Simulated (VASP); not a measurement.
Wanted: the native input for a VASP 6.6.1 run.

* Task: single point
* Functional: PBE
* Potentials or basis: VASP PAW PBE potentials, release 64 (B, Pd)
* Cutoff: 520 eV
* k mesh: 16 × 16 × 16
* Occupations: gaussian, width 0.1 eV
* Spin: no spin polarisation
* Dipole correction: no
* Further INCAR settings: ALGO = Normal; EDIFF = 1e-06; NBANDS = 18

The structure of B3Pd lies in POSCAR:

```
B3Pd
1.0
    0.0000000000      2.6176797961      2.6176797961
    2.6176797961      0.0000000000      2.6176797961
    2.6176797961      2.6176797961      0.0000000000
B Pd
3 1
Direct
    0.0000000000      0.0000000000      0.0000000000
    0.2500000000      0.2500000000      0.2500000000
    0.7500000000      0.7500000000      0.7500000000
    0.5000000000      0.5000000000      0.5000000000
```

The cell was built by a generator and needn't be a form met in nature.

The cell isn't the ideal one: random cell by space group and Wyckoff sites (Fm-3m, No. 225).

One way to write it, as run:

INCAR

```
SYSTEM = B3Pd
ALGO = Normal
EDIFF = 1E-6
ENCUT = 520
GGA = PE
ISIF = 2
ISMEAR = 0
LASPH = .True.
LCHARG = .True.
LELF = .True.
LREAL = .False.
LVHAR = .True.
LWAVE = .False.
NBANDS = 18
NELM = 100
PREC = Accurate
SIGMA = 0.1
```

KPOINTS

```
k-points
0
Gamma
  16 16 16
  0 0 0
```

Potentials or basis: VASP PAW PBE potentials, release 64 (B, Pd).

Launch:

```console
$ cat potpaw_PBE.64/B/POTCAR potpaw_PBE.64/Pd/POTCAR > POTCAR
$ mpirun -np 1 vasp_std > vasp.out
```

It gave:

| Property | Result |
| --- | --- |
| Pressure | 0.0 GPa |
| Band gap on the k mesh | none (metal or under the smearing width) |

Run time: 39 s on 1 thread of AMD EPYC 9R45 96-Core Processor (Zen 5) (shared host), peak memory 0.19 GiB.
